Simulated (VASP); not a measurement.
# Absorption of AlN from time-dependent hybrids, part 2 of 5

Wanted: excitation energies of AlN by functional. The cell is of the wurtzite type, one of the forms listed for this formula. The start is a cell from a database of measured crystal structures.

VASP 6.6.1, plane waves and PAW; the level of theory is named at each step.

So far. Step 3 (Empty bands, functional LDA): WAVECAR now holds 24 bands for 16 electrons. Its independent-particle dielectric tensor has xx, yy, zz = 4.7, 4.7, 4.8 on this mesh, which isn't tested for convergence in mesh or bands and lacks local fields.

The database entry behind the starting cell differs from later determinations by our own check (inner coordinate u about 0.002 short), so it need not match the best structure at ambient conditions.

## Step 4: Casida equation on LDA

This step: time-dependent LDA, Casida form; plane waves and PAW (Al, N) (VASP 6.6.1).

The Casida equation, in the Tamm-Dancoff approximation (ANTIRES = 0), couples the pairs by a local exchange-correlation kernel; a semilocal kernel is short-ranged.

Input file INCAR:

```
SYSTEM = AlN
PREC = Accurate
ENCUT = 420
ISMEAR = 0
SIGMA = 0.01
LREAL = .FALSE.
GGA = CA
NBANDS = 24
ALGO = TDHF
NBANDSO = 5
NBANDSV = 5
OMEGAMAX = 25
NEDOS = 1000
CSHIFT = 0.1
PRECFOCK = Fast
LWAVE = .FALSE.
LCHARG = .FALSE.
ANTIRES = 0
LFXC = .TRUE.
LADDER = .FALSE.
```

Input file POSCAR:

```
AlN
1.0
    3.1130000000      0.0000000000      0.0000000000
   -1.5565000000      2.6959370820      0.0000000000
    0.0000000000      0.0000000000      4.9810000000
Al N
2 2
Direct
    0.6666666667      0.3333333333      0.5000000000
    0.3333333333      0.6666666667      0.0000000000
    0.6666666667      0.3333333333      0.8800000000
    0.3333333333      0.6666666667      0.3800000000
```

Input file KPOINTS:

```
Automatic mesh
0
Gamma
6 6 4
0 0 0
```

The projector-augmented-wave data sets are Al and N (PBE family, release 64).

Started as:

```
mpirun -np 8 vasp_std
```

Log:

```text
[banner, memory and clock lines left out]
running    8 mpi-ranks, on    1 nodes
 distrk:  each k-point on    8 cores,    1 groups
 distr:  one band on    1 cores,    8 groups

 POSCAR found type information on POSCAR AlN
 POSCAR found :  2 types and       4 ions
|                                                                             |
|           W    W    AA    RRRRR   N    N  II  N    N   GGGG   !!!           |
|           W    W   A  A   R    R  NN   N  II  NN   N  G    G  !!!           |
|           W    W  A    A  R    R  N N  N  II  N N  N  G       !!!           |
|           W WW W  AAAAAA  RRRRR   N  N N  II  N  N N  G  GGG   !            |
|           WW  WW  A    A  R   R   N   NN  II  N   NN  G    G                |
|           W    W  A    A  R    R  N    N  II  N    N   GGGG   !!!           |
|                                                                             |
|     For optimal performance we recommend to set                             |
|       NCORE = 2 up to number-of-cores-per-socket                            |
|     NCORE specifies how many cores store one orbital (NPAR=cpu/NCORE).      |
|     This setting can greatly improve the performance of VASP for DFT.       |
|     The default, NCORE=1 might be grossly inefficient on modern             |
|     multi-core architectures or massively parallel machines. Do your        |
|     Unfortunately you need to use the default for GW and RPA                |
|     calculations (for HF NCORE is supported but not extensively tested      |
|     yet).                                                                   |
|                                                                             |

|                                                                             |
|               ----> ADVICE to this user running VASP <----                  |
|                                                                             |
|     You enforced a specific xc type in the INCAR file but a different       |
|     [... a line on the potential file left out ...]
|     I HOPE YOU KNOW WHAT YOU ARE DOING!                                     |
|                                                                             |

|                                                                             |
|           W    W    AA    RRRRR   N    N  II  N    N   GGGG   !!!           |
|           W    W   A  A   R    R  NN   N  II  NN   N  G    G  !!!           |
|           W    W  A    A  R    R  N N  N  II  N N  N  G       !!!           |
|           W WW W  AAAAAA  RRRRR   N  N N  II  N  N N  G  GGG   !            |
|           WW  WW  A    A  R   R   N   NN  II  N   NN  G    G                |
|           W    W  A    A  R    R  N    N  II  N    N   GGGG   !!!           |
|                                                                             |
|     The default for ENCUTGWSOFT is different in this version of VASP.       |
|     please manually set ENCUTGWSOFT =280 in the INCAR file.                 |
|                                                                             |

 LDA part: xc-table for (Slater(with rela. corr.)+CA(PZ))
 , standard interpolation
 found WAVECAR, reading the header
 POSCAR, INCAR and KPOINTS ok, starting setup
 FFT: planning ... GRIDC
 FFT: planning ... GRID_SOFT
 FFT: planning ... GRID
 reading WAVECAR
 the WAVECAR file was read successfully
 initial charge from wavefunction
 available memory per node:     89.51 GB, setting MAXMEM to     91660

 The Fermi energy was updated, please check that it is located mid-gap
 values below the HOMO (VB) or above the LUMO (CB) will cause erroneous energies
 E-fermi :   7.9771

 the WAVEDER file was read successfully
 responsefunction array rank=     464
 LDA part: xc-table for (Slater(with rela. corr.)+CA(PZ))
 , standard interpolation

 min. memory requirement per mpi rank     53.5 MB, per node    427.8 MB

 Doing            0  frequencies on each core in blocks of            0
 parallelization over k-points
 Using distributed matrix
 Using distributed eigensolver
 allocating two-electron 4 orbital integral table    5    5    5    5
 BSE setting up matrix
 available memory per node:     89.47 GB, setting MAXMEM to     91613
 Calculate matrix elements of the BSE Hamiltonian:
 Workload is divided into blocks of two-electron 4 orbital integrals computed in
  parallel.
 Each block/integral has dimensions  of (   5,   5,   5,   5) orbitals
 Total number of blocks/integrals:                10440
 Number of spins:                                     1
 Number of kpoints:                                 144
 Spin channel:                                        1
  Number of blocks of unoccupied bands:               1
  Number of blocks of occupied bands:                 1
 Number of rows/columns of blocks:                  144

                                                        Time (sec)
               Integrals                 Ranks       Real         CPU
  [         1 -       1152/     10440]     8         0.69        0.00
  [      1153 -       2304/     10440]     8         1.42        0.00
  [      2305 -       3456/     10440]     8         2.11        0.00
  [      3457 -       4608/     10440]     8         2.79        0.00
  [      4609 -       5760/     10440]     8         3.44        0.00
  [      5761 -       6912/     10440]     8         4.13        0.00
  [      6913 -       8064/     10440]     8         4.80        0.00
  [      8065 -       9216/     10440]     8         5.45        0.00
  [      9217 -      10368/     10440]     8         6.15        0.00
  [     10369 -      10440/     10440]     8         6.24        0.00

 BSE redistributing all elements
 BSE diagonalizing matrix PDSYEVX_ZHEEVX_DESC
 BSE calculating oscillator strength
```

Elapsed: 15 s, on 8 MPI ranks of AMD EPYC 7R43, shared host; peak memory 1.7 GiB; 96 s of CPU time.

Parts of OUTCAR (step 4):

```text
 Found     21 irreducible k-points:

   k-points           NKPTS =     21   k-points in BZ     NKDIM =    144   number of bands    NBANDS=     24

   NELECT =      16.0000    total number of electrons

 E-fermi :   7.9771

[... 8 parts as in an earlier step ...]
```

This step gave:

- lowest excitation: 4.241 eV

The imaginary dielectric function has structure finer than the step of the table below, so its rows give means over 1 eV, whole bins alone (the curve runs from 0 to 25 eV). Peaks (eV: height): xx 6.3: 5.98, 7.1: 10.7, 7.7: 11.5, 8.8: 8.54, 10.1: 6.54, 10.7: 7.16, 11.9: 6.02; zz 5.7: 4.15, 6.4: 10.6, 7.1: 15.9, 8.5: 6.27, 9.6: 9.08, 10.2: 9.92, 12.0: 8.25.

From 5 filled and 5 empty bands alone, without any pair above OMEGAMAX = 25 eV, so strength is missing wherever others contribute; lines are broadened by CSHIFT, which also makes the tail under the first line. Table of imaginary dielectric function by photon energy; means over each step:

```
photon energy (eV)       xx       zz
                 1   0.0102   0.0114
                 2   0.0236   0.0266
                 3   0.0481   0.0567
                 4    0.382    0.490
                 5    0.639    0.409
                 6     3.05     4.67
                 7     6.97     9.25
                 8     7.59     4.88
                 9     4.94     4.14
                10     4.65     6.50
                11     4.38     3.19
                12     4.11     5.63
                13     2.17     1.52
                14    0.726    0.685
                15    0.217    0.348
                16    0.121   0.0812
                17   0.0339   0.0359
                18   0.0198   0.0205
                19   0.0144   0.0149
                20   0.0111   0.0115
                21  0.00888  0.00918
                22  0.00724  0.00750
                23  0.00602  0.00622
                24  0.00506  0.00524
```

The lowest excitation lies at 4.241 eV, +5 meV against the direct gap of these orbitals. No second mesh in this session tests these energies, peaks and heights.

## Step 5: Random-phase approximation on LDA

This step: RPA spectrum on LDA; plane waves and PAW (Al, N) (VASP 6.6.1).

With the exchange-correlation kernel off, only the local fields remain: the random-phase approximation.

Changes to INCAR since step 4:

```diff
@@ -18,3 +18,3 @@
 ANTIRES = 0
-LFXC = .TRUE.
+LFXC = .FALSE.
 LADDER = .FALSE.
```

POSCAR is that of step 4.

KPOINTS is that of step 4.

Started as:

```
mpirun -np 8 vasp_std
```

Log:

```text
[banner, memory and clock lines left out]
 LDA part: xc-table for (Slater(with rela. corr.)+CA(PZ))
 , standard interpolation
 found WAVECAR, reading the header
 POSCAR, INCAR and KPOINTS ok, starting setup
 FFT: planning ... GRIDC
 FFT: planning ... GRID_SOFT
 FFT: planning ... GRID
 reading WAVECAR
 the WAVECAR file was read successfully
 initial charge from wavefunction
 available memory per node:     89.47 GB, setting MAXMEM to     91615

 Doing            0  frequencies on each core in blocks of            0
 parallelization over k-points
 Using distributed matrix
 Using distributed eigensolver
 allocating two-electron 4 orbital integral table    5    5    5    5
 BSE setting up matrix
 available memory per node:     89.42 GB, setting MAXMEM to     91562
 Calculate matrix elements of the BSE Hamiltonian:
 Workload is divided into blocks of two-electron 4 orbital integrals computed in
  parallel.
 Each block/integral has dimensions  of (   5,   5,   5,   5) orbitals
 Total number of blocks/integrals:                10440
 Number of spins:                                     1
 Number of kpoints:                                 144
 Spin channel:                                        1
  Number of blocks of unoccupied bands:               1
  Number of blocks of occupied bands:                 1
 Number of rows/columns of blocks:                  144

                                                        Time (sec)
               Integrals                 Ranks       Real         CPU
  [         1 -       1152/     10440]     8         0.68        0.00
  [      1153 -       2304/     10440]     8         1.35        0.00
  [      2305 -       3456/     10440]     8         2.01        0.00
  [      3457 -       4608/     10440]     8         2.67        0.00
  [      4609 -       5760/     10440]     8         3.36        0.00
  [      5761 -       6912/     10440]     8         4.05        0.00
  [      6913 -       8064/     10440]     8         4.70        0.00
  [      8065 -       9216/     10440]     8         5.38        0.00
  [      9217 -      10368/     10440]     8         6.08        0.00
  [     10369 -      10440/     10440]     8         6.16        0.00

[... 8 parts as in an earlier step ...]
```

Wall time 15 s (8 MPI ranks); peak memory 1.7 GiB.

From OUTCAR (step 5):

```text
   NELECT =      16.0000    total number of electrons

 E-fermi :   7.9771

[... 9 parts as in an earlier step ...]

[... 1 further part left out ...]
```

This step gave:

```
lowest excitation : 4.243 eV
```

The imaginary dielectric function has structure finer than the step of the table below, so its rows give means over 0.5 eV, whole bins alone (the curve runs from 0 to 25 eV). Peaks (eV: height): xx 7.13: 9.23, 7.68: 10.9, 8.83: 9.28, 9.21: 5.39, 10.14: 6.61, 10.76: 7.37, 11.89: 6.48; zz 6.63: 9.11, 7.13: 14.5, 7.93: 5.80, 8.51: 6.15, 9.58: 9.13, 10.21: 11.2, 12.09: 9.33.

From 5 filled and 5 empty bands alone, without any pair above OMEGAMAX = 25 eV, so strength is missing wherever others contribute; lines are broadened by CSHIFT, which also makes the tail under the first line. Imaginary dielectric function against photon energy; means over each step:

```
photon energy (eV)       xx       zz
               0.5  0.00460  0.00510
               1.0  0.00946   0.0106
               1.5   0.0150   0.0168
               2.0   0.0216   0.0244
               2.5   0.0303   0.0346
               3.0   0.0431   0.0503
               3.5   0.0666   0.0846
               4.0    0.174    0.480
               4.5    0.719    0.495
               5.0    0.304    0.269
               5.5     1.39     1.49
               6.0     2.14     2.71
               6.5     4.22     7.68
               7.0     6.33     8.47
               7.5     8.12     7.60
               8.0     7.65     4.84
               8.5     5.41     5.00
               9.0     5.76     3.30
               9.5     3.71     5.43
              10.0     5.33     6.84
              10.5     5.53     5.62
              11.0     4.59     2.85
              11.5     3.74     3.95
              12.0     5.36     7.55
              12.5     3.58     3.81
              13.0     2.62     1.69
              13.5     1.19     1.33
              14.0    0.912    0.795
              14.5    0.468    0.681
              15.0    0.192    0.312
              15.5    0.227    0.262
              16.0    0.118   0.0945
              16.5   0.0961   0.0583
              17.0   0.0344   0.0363
              17.5   0.0264   0.0347
              18.0   0.0211   0.0239
              18.5   0.0178   0.0186
              19.0   0.0153   0.0159
              19.5   0.0134   0.0139
              20.0   0.0118   0.0122
              20.5   0.0104   0.0108
              21.0  0.00937  0.00968
              21.5  0.00840  0.00872
              22.0  0.00760  0.00787
              22.5  0.00690  0.00716
              23.0  0.00629  0.00654
              23.5  0.00576  0.00597
              24.0  0.00528  0.00548
              24.5  0.00486  0.00506
```

The lowest excitation lies at 4.243 eV, +7 meV against the direct gap of these orbitals. No second mesh in this session tests these energies, peaks and heights.

## Step 6: Orbitals for ground state at HSE06

This step: LDA; plane waves and PAW (Al, N) (VASP 6.6.1).

A hybrid converges faster from good orbitals, so a cheap LDA run writes WAVECAR first.

Input file INCAR:

```
SYSTEM = AlN
PREC = Accurate
ENCUT = 420
EDIFF = 1E-05
NELM = 100
ISMEAR = 0
SIGMA = 0.01
LREAL = .FALSE.
ALGO = Normal
GGA = CA
NBANDS = 14
LORBIT = 11
LWAVE = .TRUE.
LCHARG = .FALSE.
KPAR = 8
```

POSCAR is that of step 5.

KPOINTS is that of step 5.

Started as:

```
mpirun -np 8 vasp_std
```

Log:

```text
[banner, memory and clock lines left out]
running    8 mpi-ranks, on    1 nodes
 distrk:  each k-point on    1 cores,    8 groups
 distr:  one band on    1 cores,    1 groups

 POSCAR found type information on POSCAR AlN
 POSCAR found :  2 types and       4 ions
 [... a notice as in an earlier step ...]

 [... a notice as in an earlier step ...]

 LDA part: xc-table for (Slater(with rela. corr.)+CA(PZ))
 , standard interpolation
 POSCAR, INCAR and KPOINTS ok, starting setup
 FFT: planning ... GRIDC
 FFT: planning ... GRID_SOFT
 FFT: planning ... GRID
 WAVECAR not read
 entering main loop
       N       E                     dE             d eps       ncg     rms          rms(c)
[... 11 cycles as in an earlier step ...]
DAV:  12    -0.328094474958E+02    0.16512E-05   -0.40636E-06   456   0.176E-02
   1 F= -.32809447E+02 E0= -.32809447E+02  d E =-.282071E-64
 writing wavefunctions
```

Wall time 2.4 s (8 MPI ranks); peak memory 0.83 GiB.

OUTCAR, selected parts (step 6):

```text
   NELECT =      16.0000    total number of electrons

 E-fermi :   5.9775

 k-point     1 :       0.0000    0.0000    0.0000
  band No.  band energies     occupation
    ...
      4       5.0193      2.00000
      5       5.0193      2.00000
      6       5.6801      2.00000
      7       5.6801      2.00000
      8       5.8598      2.00000
      9      10.0954      0.00000
     10      12.4117      0.00000
     11      16.3331      0.00000
     12      16.8362      0.00000
     13      16.8362      0.00000
    ...

  Total       -1.6055716     -1.6055716     -1.1775304      0.0000000     -0.0000000      0.0000000
  in kB      -61.5367920    -61.5367920    -45.1312427      0.0000000     -0.0000000      0.0000000
  external PRESSURE =     -56.0682756 kB  Pullay stress =       0.0000000 kB

 POSITION                                       TOTAL-FORCE (eV/Angst)
 -----------------------------------------------------------------------------------
      1.55650      0.89865      2.49050        -0.000000      0.000000     -0.122508
     -0.00000      1.79729      0.00000         0.000000     -0.000000     -0.122508
      1.55650      0.89865      4.38328         0.000000     -0.000000      0.122508
     -0.00000      1.79729      1.89278        -0.000000      0.000000      0.122508
 -----------------------------------------------------------------------------------
    total drift:                               -0.000000     -0.000000     -0.000041

  FREE ENERGIE OF THE ION-ELECTRON SYSTEM (eV)
  ---------------------------------------------------
  free  energy   TOTEN  =       -32.8094474958 eV

  energy  without entropy=      -32.8094474958  energy(sigma->0) =      -32.80944750

[... 9 parts as in an earlier step ...]

[... 8 further parts left out ...]
```

Numbers from this step:

* Fermi energy: 5.978 eV
* pressure: -5.607 GPa

The run ends at a pressure of -5.61 GPa, with forces up to 0.12 eV/Å.

[end of part 2 of 5]

[Lines on the potential files, build, host, timing and source positions are cut from VASP's logs without a mark.]

[Logs are printed without paths, hosts, clocks, repeated set-up lines and the standing remarks that a program may print on its own settings, such as how far it seeks lower states.]

[Hosts, paths, dates, database ids (printed as entryN), source tags and the programs' standing remarks are cut or masked in the printed files.]

[Pressures printed for these runs are not shown converged in the cutoff: they can be off by several GPa and have the wrong sign.]
